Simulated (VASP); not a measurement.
Consider the following.

```
Se
1.0
    2.18500    -3.78453     0.00000
    2.18500     3.78453     0.00000
    0.00000     0.00000     4.95000
Se
3
Direct
  0.00000   0.22500   0.66667
  0.77500   0.77500   0.00000
  0.22500   0.00000   0.33333
```

Level of theory: PBE GGA, VASP's PBE PAW potentials (set 64) (plane waves; VASP). Numerical set-up: 275 eV cut-off, 6×6×5 Γ-centred mesh, Gaussian smearing of 0.050 eV, potentials Se.

At this cut-off the stress carries a Pulay error, which pulls relaxed volumes low.

Task: Which forces act on the atoms, in eV/Å?

Result: 
```csv
atom,Fx,Fy,Fz
Se1,0.230,0.398,0.000
Se2,-0.459,0.000,0.000
Se3,0.230,-0.398,0.000
```

Task: Give the stress tensor in GPa (positive for a compressed cell).

Result: 
```
2.33  0.00  0.00
0.00  2.33  0.00
0.00  0.00  4.22
```
The pressure is its mean diagonal, 2.96 GPa.

The compound is Se in the trig structure. The cell was not relaxed at this level. The run is one of a series of settings (ENCUT = 275 against the base run), some of them coarse on purpose.
